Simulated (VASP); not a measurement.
# GePt under strain, part 3 of 4

Aim: follow the pressure of GePt through compression, expansion and shear. All runs use LDA. Left out of this account: 1 further run (fields: a reference on another mesh). The start is a cell from a database of measured crystal structures.

VASP 6.6.1; LDA; plane waves and PAW (Ge_d, Pt).

Still holding for the runs below: Spin-orbit coupling is off here; with elements this heavy it splits and shifts levels by tenths of an eV or more.

So far, pressure (GPa): step 2 (bands, cell as listed) -2.23; step 3 (cell volume +4.0 %) -8.68; step 4 (cell volume +8.0 %) -13.6.

## (5) Bands, sheared, principal strains -2.3, -0.2, +2.6 %

The cell is sheared at fixed volume, which lowers its symmetry.

INCAR

```
SYSTEM = GePt
PREC = Accurate
ENCUT = 410
EDIFF = 1E-06
NELM = 100
ISMEAR = -1
SIGMA = 0.05
LREAL = .FALSE.
ALGO = Normal
GGA = CA
NBANDS = 71
LASPH = .TRUE.
LORBIT = 11
LWAVE = .FALSE.
LCHARG = .FALSE.
KPAR = 8
```

POSCAR

```
GePt
1.0
    5.6646850000      0.0244040000     -0.0557450000
    0.0157750000      3.7281290000      0.0768100000
   -0.0593030000      0.1264030000      6.0943570000
Ge Pt
4 4
Direct
    0.1850000000      0.2500000000      0.5900000000
    0.3150000000      0.7500000000      0.0900000000
    0.6850000000      0.2500000000      0.9100000000
    0.8150000000      0.7500000000      0.4100000000
    0.9995000000      0.2500000000      0.1908000000
    0.5005000000      0.7500000000      0.6908000000
    0.4995000000      0.2500000000      0.3092000000
    0.0005000000      0.7500000000      0.8092000000
```

KPOINTS

```
Automatic mesh
0
Gamma
5 8 5
0 0 0
```

KPOINTS_OPT

```
Line mode
12
Line-mode
Reciprocal
  0.00000000  -0.50000000   0.00000000 X
  0.00000000   0.00000000   0.00000000 GAMMA

  0.00000000   0.00000000   0.00000000 GAMMA
 -0.50000000   0.00000000   0.00000000 Y

 -0.50000000  -0.50000000   0.00000000 L
  0.00000000   0.00000000   0.00000000 GAMMA

  0.00000000   0.00000000   0.00000000 GAMMA
  0.50000000   0.00000000  -0.50000000 Z

  0.50000000  -0.50000000  -0.50000000 N
  0.00000000   0.00000000   0.00000000 GAMMA

  0.00000000   0.00000000   0.00000000 GAMMA
  0.00000000   0.00000000  -0.50000000 M

  0.00000000  -0.50000000  -0.50000000 R
  0.00000000   0.00000000   0.00000000 GAMMA
```

PAW data sets: Ge_d and Pt (LDA family, release 64).

Launch:

```sh
> mpirun -np 8 vasp_std
```

The program printed:

```text
[... set-up lines as in an earlier step ...]
 entering main loop
       N       E                     dE             d eps       ncg     rms          rms(c)
DAV:   1     0.106547337520E+04    0.10655E+04   -0.33266E+04 20550   0.301E+03
DAV:   2     0.143551967393E+03   -0.92192E+03   -0.84189E+03 14358   0.863E+02
DAV:   3    -0.446100120371E+02   -0.18816E+03   -0.17878E+03 15232   0.191E+02
DAV:   4    -0.566040477112E+02   -0.11994E+02   -0.11850E+02 16644   0.566E+01
DAV:   5    -0.568918033962E+02   -0.28776E+00   -0.28760E+00 15928   0.927E+00    0.224E+01
DAV:   6    -0.550558873758E+02    0.18359E+01   -0.46216E+00 17327   0.104E+01    0.104E+01
DAV:   7    -0.547988300356E+02    0.25706E+00   -0.40624E-01 19626   0.581E+00    0.537E+00
DAV:   8    -0.547273010731E+02    0.71529E-01   -0.12667E-01 17644   0.169E+00    0.601E-01
DAV:   9    -0.547256815580E+02    0.16195E-02   -0.10340E-02 19578   0.896E-01    0.324E-01
DAV:  10    -0.547251909725E+02    0.49059E-03   -0.24680E-03 19754   0.475E-01    0.917E-02
DAV:  11    -0.547251596350E+02    0.31338E-04   -0.29508E-04 16720   0.206E-01    0.375E-02
DAV:  12    -0.547251500641E+02    0.95709E-05   -0.37986E-05 18728   0.677E-02    0.160E-02
DAV:  13    -0.547251502135E+02   -0.14935E-06   -0.14761E-05 16681   0.458E-02    0.407E-03
DAV:  14    -0.547251501826E+02    0.30850E-07   -0.20257E-06 12348   0.273E-02
   1 F= -.54725150E+02 E0= -.54716180E+02  d E =-.179396E-01
 Start KPOINTS_OPT (optional k-point list driver)
k-point batch [1-84\84]
       N       E                     dE             ncg
DAV:   1     0.670279025630E+05   -0.30016E+05    17256
DAV:   2    -0.108304110307E+05   -0.77858E+05    11928
DAV:   3    -0.264265510655E+05   -0.15596E+05    12637
DAV:   4    -0.274053113601E+05   -0.97876E+03    13827
DAV:   5    -0.274297065757E+05   -0.24395E+02    13325
DAV:   6    -0.274307448167E+05   -0.10382E+01    15151
DAV:   7    -0.274307831010E+05   -0.38284E-01    14036
DAV:   8    -0.274307852267E+05   -0.21257E-02    15416
DAV:   9    -0.274307853304E+05   -0.10373E-03    10767
DAV:  10    -0.274307853357E+05   -0.52874E-05     8403
DAV:  11    -0.274307853365E+05   -0.81887E-06     7681
```

It took 57 s on 8 MPI ranks of Intel Xeon 6975P-C (Granite Rapids), shared host; peak memory 6.6 GiB.

OUTCAR, selected parts (step 5):

```text
   k-points           NKPTS =    101   k-points in BZ     NKDIM =    101   number of bands    NBANDS=     71

   ENCUT  =  410.0 eV  30.13 Ry    5.49 a.u.   9.35  6.16 10.06*2*pi/ulx,y,z

   NELECT =      96.0000    total number of electrons

 E-fermi :   9.6066

 k-point     1 :       0.0000    0.0000    0.0000
  band No.  band energies     occupation
    ...
     44       6.9415      2.00000
     45       7.1817      2.00000
     46       7.9936      2.00000
     47       8.2622      2.00000
     48       8.7495      2.00000
     49      10.3226      0.00000
     50      10.6021      0.00000
     51      12.4038      0.00000
     52      12.9172      0.00000
     53      13.1004      0.00000
    ...

  Total       -0.7620154     -1.5945327     -1.7922822     -0.5679036     -3.1644802      1.5441136
  in kB       -9.4910799    -19.8602777    -22.3232940     -7.0733720    -39.4143420     19.2322969
  external PRESSURE =     -17.2248839 kB  Pullay stress =       0.0000000 kB

 POSITION                                       TOTAL-FORCE (eV/Angst)
 -----------------------------------------------------------------------------------
      1.01692      1.01112      3.60456         0.077996      0.214856     -0.036660
      1.79087      2.81516      0.58854         0.019535      0.294128     -0.007721
      3.83029      1.06378      5.52688        -0.019535     -0.294128      0.007721
      4.60424      2.86781      2.51086        -0.077996     -0.214856      0.036660
      5.65448      0.98054      1.12629         0.013012      0.053936      0.107761
      2.80604      2.89563      4.23969        -0.022515      0.106414     -0.035751
      2.81512      0.98331      1.87573         0.022515     -0.106414      0.035751
     -0.03332      2.89839      4.98913        -0.013012     -0.053936     -0.107761
 -----------------------------------------------------------------------------------
    total drift:                                0.000000     -0.000000      0.000000

  FREE ENERGIE OF THE ION-ELECTRON SYSTEM (eV)
  ---------------------------------------------------
  free  energy   TOTEN  =       -54.7251501826 eV

  energy  without entropy=      -54.7072105475  energy(sigma->0) =      -54.71618037

[... 15 further parts left out ...]
```

The path and its labels are those of the sheared lattice, so a letter need not mean the same point as in the unstrained cell.

This step gave:

```
electronic steps        : 14
irreducible k points    : 101
symmetry operations     : 2
free energy (TOTEN)     : -54.7252 eV
energy at zero smearing : -54.7162 eV
Fermi energy            : 9.607 eV
pressure                : -1.722 GPa
```

The electronic bands at the labelled points (eV, zero at the Fermi level; # counts the bands kept):

```tsv
point	#22	#23	#24	#25	#26	#27	#28	#29
X	-2.51	-2.48	-1.60	-1.57	-0.12	-0.10	2.00	2.02
0.55 of the way	-2.38	-1.13	-1.03	-0.55	0.53	0.87	1.35	2.04
Γ	-2.42	-1.61	-1.34	-0.86	0.72	1.00	2.80	3.31
0.55 of the way	-2.58	-1.87	-0.69	-0.40	1.13	1.99	2.32	2.66
Y	-2.42	-2.41	0.11	0.16	1.26	1.27	2.26	2.31
jump to L	-2.03	-1.95	-1.86	-1.72	0.38	0.44	0.78	0.82
0.55 of the way	-1.99	-1.75	-1.26	-0.65	0.36	0.94	1.91	2.36
Γ	-2.42	-1.61	-1.34	-0.86	0.72	1.00	2.80	3.31
0.45 of the way	-1.99	-1.74	-0.64	-0.10	0.86	1.96	2.47	2.84
Z	-1.45	-1.30	0.75	0.87	1.84	1.87	2.51	2.57
jump to N	-2.51	-2.51	-2.41	-2.39	2.27	2.32	2.53	2.67
0.45 of the way	-2.08	-1.34	-1.16	-0.48	-0.12	0.66	1.21	2.16
Γ	-2.42	-1.61	-1.34	-0.86	0.72	1.00	2.80	3.31
0.55 of the way	-1.95	-1.62	-0.69	-0.43	1.12	1.28	2.02	2.53
M	-1.79	-1.77	0.04	0.06	0.95	0.99	1.84	1.93
jump to R	-2.56	-2.44	-2.16	-2.01	0.63	0.63	1.05	1.10
0.45 of the way	-1.64	-1.61	-1.50	-0.59	-0.47	1.18	2.09	2.24
Γ	-2.42	-1.61	-1.34	-0.86	0.72	1.00	2.80	3.31
```

Of the projections kept (Ge, Pt), the largest for each band there; the rest of the weight can lie on other orbitals:

```tsv
point	#22	#23	#24	#25	#26	#27	#28	#29
X	Pt 0.84	Pt 0.82	Pt 0.74	Pt 0.72	Pt 0.85	Pt 0.85	Pt 0.63	Pt 0.61
Γ	Pt 0.68	Ge 0.58	Pt 0.79	Pt 0.86	Pt 0.77	Pt 0.63	Ge 0.63	Ge 0.71
Y	Pt 0.98	Pt 0.98	Pt 0.54	Pt 0.55	Pt 0.55	Pt 0.56	Ge 0.53	Ge 0.54
L	Pt 0.86	Pt 0.86	Pt 0.84	Pt 0.83	Pt 0.76	Pt 0.76	Pt 0.72	Pt 0.70
Γ	Pt 0.68	Ge 0.58	Pt 0.79	Pt 0.86	Pt 0.77	Pt 0.63	Ge 0.63	Ge 0.71
Z	Pt 0.65	Pt 0.64	Pt 0.57	Pt 0.56	Ge 0.50	Ge 0.51	Pt 0.51	Pt 0.65
```

Force by atom:

```tsv
atom	x (eV/Å)	y (eV/Å)	z (eV/Å)	size
Ge1	0.078	0.215	-0.037	0.231
Ge2	0.020	0.294	-0.008	0.295
Ge3	-0.020	-0.294	0.008	0.295
Ge4	-0.078	-0.215	0.037	0.231
Pt5	0.013	0.054	0.108	0.121
Pt6	-0.023	0.106	-0.036	0.114
Pt7	0.023	-0.106	0.036	0.114
Pt8	-0.013	-0.054	-0.108	0.121
```

 The pressure is -1.72 GPa, and the symmetry operations fall from 8 to 2.

## (6) Bands, volume times 0.96

The cell is compressed evenly, with fractional positions held.

INCAR is that of step 5.

Changes to POSCAR since step 5:

```diff
@@ -2,5 +2,5 @@
 1.0
-    5.6646850000      0.0244040000     -0.0557450000
-    0.0157750000      3.7281290000      0.0768100000
-   -0.0593030000      0.1264030000      6.0943570000
+    5.6417067412      0.0000000000      0.0000000000
+    0.0000000000      3.6470344155      0.0000000000
+    0.0000000000      0.0000000000      6.0017737041
 Ge Pt
```

KPOINTS is that of step 5.

KPOINTS_OPT

```
Line mode
12
Line-mode
Reciprocal
  0.00000000   0.00000000   0.00000000 GAMMA
  0.00000000  -0.50000000   0.00000000 X

  0.00000000  -0.50000000   0.00000000 X
 -0.50000000  -0.50000000   0.00000000 S

 -0.50000000  -0.50000000   0.00000000 S
 -0.50000000   0.00000000   0.00000000 Y

 -0.50000000   0.00000000   0.00000000 Y
  0.00000000   0.00000000   0.00000000 GAMMA

  0.00000000   0.00000000   0.00000000 GAMMA
  0.00000000   0.00000000  -0.50000000 Z

  0.00000000   0.00000000  -0.50000000 Z
  0.00000000  -0.50000000  -0.50000000 U

  0.00000000  -0.50000000  -0.50000000 U
 -0.50000000  -0.50000000  -0.50000000 R

 -0.50000000  -0.50000000  -0.50000000 R
 -0.50000000   0.00000000  -0.50000000 T

 -0.50000000   0.00000000  -0.50000000 T
  0.00000000   0.00000000  -0.50000000 Z

 -0.50000000   0.00000000   0.00000000 Y
 -0.50000000   0.00000000  -0.50000000 T

  0.00000000  -0.50000000  -0.50000000 U
  0.00000000  -0.50000000   0.00000000 X

 -0.50000000  -0.50000000   0.00000000 S
 -0.50000000  -0.50000000  -0.50000000 R
```

Launch:

```sh
> mpirun -np 8 vasp_std
```

The program printed:

```text
[... set-up lines as in an earlier step ...]
 entering main loop
       N       E                     dE             d eps       ncg     rms          rms(c)
DAV:   1     0.106242452620E+04    0.10624E+04   -0.32812E+04  9217   0.304E+03
DAV:   2     0.141902915699E+03   -0.92052E+03   -0.83947E+03  6390   0.859E+02
DAV:   3    -0.450219579933E+02   -0.18692E+03   -0.17774E+03  6759   0.192E+02
DAV:   4    -0.566965311925E+02   -0.11675E+02   -0.11541E+02  7372   0.562E+01
DAV:   5    -0.569719597068E+02   -0.27543E+00   -0.27529E+00  7150   0.899E+00    0.248E+01
DAV:   6    -0.550769926693E+02    0.18950E+01   -0.44080E+00  7763   0.104E+01    0.115E+01
DAV:   7    -0.548154514093E+02    0.26154E+00   -0.37121E-01  8761   0.581E+00    0.568E+00
DAV:   8    -0.547458983852E+02    0.69553E-01   -0.11653E-01  7871   0.156E+00    0.555E-01
DAV:   9    -0.547443977051E+02    0.15007E-02   -0.10342E-02  8753   0.911E-01    0.303E-01
DAV:  10    -0.547440158340E+02    0.38187E-03   -0.20482E-03  8903   0.335E-01    0.726E-02
DAV:  11    -0.547440014490E+02    0.14385E-04   -0.12464E-04  7089   0.830E-02    0.249E-02
DAV:  12    -0.547440008298E+02    0.61922E-06   -0.10615E-05  8653   0.269E-02    0.450E-03
DAV:  13    -0.547440006837E+02    0.14607E-06   -0.12596E-06  4915   0.980E-03
   1 F= -.54744001E+02 E0= -.54736271E+02  d E =-.154602E-01
 Start KPOINTS_OPT (optional k-point list driver)
k-point batch [1-45\144]
       N       E                     dE             ncg
DAV:   1     0.362594462544E+05   -0.42240E+05     9246
DAV:   2    -0.540798685987E+04   -0.41667E+05     6390
DAV:   3    -0.137422126768E+05   -0.83342E+04     6738
DAV:   4    -0.142571125722E+05   -0.51490E+03     7366
DAV:   5    -0.142700609601E+05   -0.12948E+02     7115
DAV:   6    -0.142706166858E+05   -0.55573E+00     7955
DAV:   7    -0.142706405377E+05   -0.23852E-01     7578
DAV:   8    -0.142706418567E+05   -0.13189E-02     8118
DAV:   9    -0.142706419227E+05   -0.66006E-04     5831
DAV:  10    -0.142706419263E+05   -0.36017E-05     4487
DAV:  11    -0.142706419267E+05   -0.47579E-06     4091
[...]
k-point batch [136-144\144]
       N       E                     dE             ncg
DAV:   1     0.767308148053E+05   -0.18839E+05     1835
DAV:   2     0.683917294659E+05   -0.83391E+04     1278
DAV:   3     0.667172075142E+05   -0.16745E+04     1360
DAV:   4     0.666165465144E+05   -0.10066E+03     1421
DAV:   5     0.666139831293E+05   -0.25634E+01     1429
DAV:   6     0.666138778036E+05   -0.10533E+00     1537
DAV:   7     0.666138728280E+05   -0.49756E-02     1533
DAV:   8     0.666138725777E+05   -0.25030E-03     1589
DAV:   9     0.666138725685E+05   -0.92247E-05     1053
DAV:  10     0.666138725680E+05   -0.49453E-06      864
```

Elapsed: 46 s, on 8 MPI ranks; peak memory 3.7 GiB; 5.7 min of CPU time.

Parts of OUTCAR (step 6):

```text
   ENCUT  =  410.0 eV  30.13 Ry    5.49 a.u.   9.31  6.02  9.91*2*pi/ulx,y,z

   NELECT =      96.0000    total number of electrons

 E-fermi :  10.3408

 k-point     1 :       0.0000    0.0000    0.0000
  band No.  band energies     occupation
    ...
     44       7.4536      2.00000
     45       7.6789      2.00000
     46       8.6518      2.00000
     47       8.8298      2.00000
     48       9.2708      2.00000
     49      10.9917      0.00000
     50      11.4234      0.00000
     51      13.3653      0.00000
     52      13.5577      0.00000
     53      13.7721      0.00000
    ...

  Total        4.7295183      5.1588795      4.1783520     -0.0000000      0.0000000      0.0000000
  in kB       61.3617174     66.9323354     54.2107753     -0.0000000      0.0000000      0.0000000
  external PRESSURE =      60.8349427 kB  Pullay stress =       0.0000000 kB

 POSITION                                       TOTAL-FORCE (eV/Angst)
 -----------------------------------------------------------------------------------
      1.04372      0.91176      3.54105        -0.045267      0.000000     -0.081735
      1.77714      2.73528      0.54016         0.045267      0.000000     -0.081735
      3.86457      0.91176      5.46161        -0.045267     -0.000000      0.081735
      4.59799      2.73528      2.46073         0.045267      0.000000      0.081735
      5.63889      0.91176      1.14514         0.129645     -0.000000     -0.080831
      2.82367      2.73528      4.14603        -0.129645     -0.000000     -0.080831
      2.81803      0.91176      1.85575         0.129645     -0.000000      0.080831
      0.00282      2.73528      4.85664        -0.129645     -0.000000      0.080831
 -----------------------------------------------------------------------------------
    total drift:                                0.000000     -0.000000      0.000000

  FREE ENERGIE OF THE ION-ELECTRON SYSTEM (eV)
  ---------------------------------------------------
  free  energy   TOTEN  =       -54.7440006837 eV

  energy  without entropy=      -54.7285405050  energy(sigma->0) =      -54.73627059

[... 5 parts as in an earlier step ...]

[... 11 further parts left out ...]
```

This step gave:

```
electronic steps        : 13
irreducible k points    : 45
symmetry operations     : 8
free energy (TOTEN)     : -54.7440 eV
energy at zero smearing : -54.7363 eV
Fermi energy            : 10.34 eV
pressure                : 6.083 GPa
```

Electronic bands along the path, in eV, zero at the Fermi level; # counts the bands kept:

```tsv
point	#21	#22	#23	#24	#25	#26	#27	#28
Γ	-2.66	-1.69	-1.51	-1.07	0.65	1.08	3.02	3.22
0.45 of the way	-2.52	-1.22	-1.21	-0.72	0.54	1.00	1.24	2.11
X	-2.73	-2.73	-1.79	-1.79	-0.15	-0.15	2.16	2.16
0.55 of the way	-2.37	-2.37	-1.97	-1.97	0.27	0.27	1.31	1.31
S	-2.06	-2.06	-2.06	-2.06	0.68	0.68	0.68	0.68
0.45 of the way	-1.87	-1.87	-1.24	-1.24	0.65	0.65	1.78	1.78
Y	-2.65	-2.65	0.04	0.04	1.26	1.26	2.33	2.33
0.45 of the way	-2.81	-2.06	-0.86	-0.47	1.24	1.89	2.23	2.75
Γ	-2.66	-1.69	-1.51	-1.07	0.65	1.08	3.02	3.22
0.55 of the way	-2.11	-1.84	-0.84	-0.47	1.09	1.33	2.34	2.40
Z	-2.00	-2.00	0.00	0.00	1.02	1.02	1.96	1.96
0.55 of the way	-1.97	-1.97	-1.28	-1.28	0.69	0.69	1.85	1.85
U	-2.69	-2.69	-2.31	-2.31	0.50	0.50	1.22	1.22
0.55 of the way	-2.69	-2.69	-2.64	-2.64	1.70	1.70	1.76	1.76
R	-2.64	-2.64	-2.64	-2.64	2.56	2.56	2.56	2.56
0.45 of the way	-1.40	-1.40	-0.92	-0.92	0.63	0.63	1.75	1.75
T	-1.48	-1.48	0.69	0.69	1.90	1.90	2.64	2.64
0.45 of the way	-1.61	-1.61	-0.02	-0.02	1.66	1.66	2.06	2.06
Z	-2.00	-2.00	0.00	0.00	1.02	1.02	1.96	1.96
jump to Y	-2.65	-2.65	0.04	0.04	1.26	1.26	2.33	2.33
0.45 of the way	-2.35	-2.35	0.36	0.36	1.71	1.71	1.99	1.99
T	-1.48	-1.48	0.69	0.69	1.90	1.90	2.64	2.64
jump to U	-2.69	-2.69	-2.31	-2.31	0.50	0.50	1.22	1.22
0.45 of the way	-2.66	-2.66	-2.16	-2.16	0.10	0.10	1.14	1.14
X	-2.73	-2.73	-1.79	-1.79	-0.15	-0.15	2.16	2.16
jump to S	-2.06	-2.06	-2.06	-2.06	0.68	0.68	0.68	0.68
```

Of the projections kept (Ge, Pt), the largest for each band there; the rest of the weight can lie on other orbitals:

```tsv
point	#21	#22	#23	#24	#25	#26	#27	#28
Γ	Pt 0.68	Ge 0.59	Pt 0.80	Pt 0.86	Pt 0.80	Pt 0.60	Ge 0.65	Ge 0.72
X	Pt 0.88	Pt 0.88	Pt 0.73	Pt 0.73	Pt 0.85	Pt 0.85	Pt 0.58	Pt 0.58
S	Pt 0.84	Pt 0.84	Pt 0.84	Pt 0.84	Pt 0.73	Pt 0.73	Pt 0.73	Pt 0.73
Y	Pt 0.98	Pt 0.98	Pt 0.55	Pt 0.55	Pt 0.55	Pt 0.55	Ge 0.55	Ge 0.55
Γ	Pt 0.68	Ge 0.59	Pt 0.80	Pt 0.86	Pt 0.80	Pt 0.60	Ge 0.65	Ge 0.72
Z	Pt 0.74	Pt 0.74	Pt 0.80	Pt 0.80	Pt 0.57	Pt 0.57	Ge 0.62	Ge 0.62
```

Force by atom:

```tsv
atom	x (eV/Å)	y (eV/Å)	z (eV/Å)	size
Ge1	-0.045	0.000	-0.082	0.093
Ge2	0.045	0.000	-0.082	0.093
Ge3	-0.045	0.000	0.082	0.093
Ge4	0.045	0.000	0.082	0.093
Pt5	0.130	0.000	-0.081	0.153
Pt6	-0.130	0.000	-0.081	0.153
Pt7	0.130	0.000	0.081	0.153
Pt8	-0.130	0.000	0.081	0.153
```

 The pressure is 6.08 GPa.

For the pressure, step 2 gave -2.23 GPa; this run, with cell volume -4.0 %, gives 6.08 GPa.

(Continued in part 4 of 4.)

[Lines on the potential files, build, host, timing and source positions are cut from VASP's logs without a mark.]

[Logs are printed without paths, hosts, clocks, repeated set-up lines and the standing remarks that a program may print on its own settings, such as how far it seeks lower states.]

[Hosts, paths, dates, database ids (printed as entryN), source tags and the programs' standing remarks are cut or masked in the printed files.]

[A measured line is paired with the nearest computed mode of its activity, which favours agreement.]

[Band numbers marked # count the bands kept; VASP's own numbers are higher by 23 or 24.]
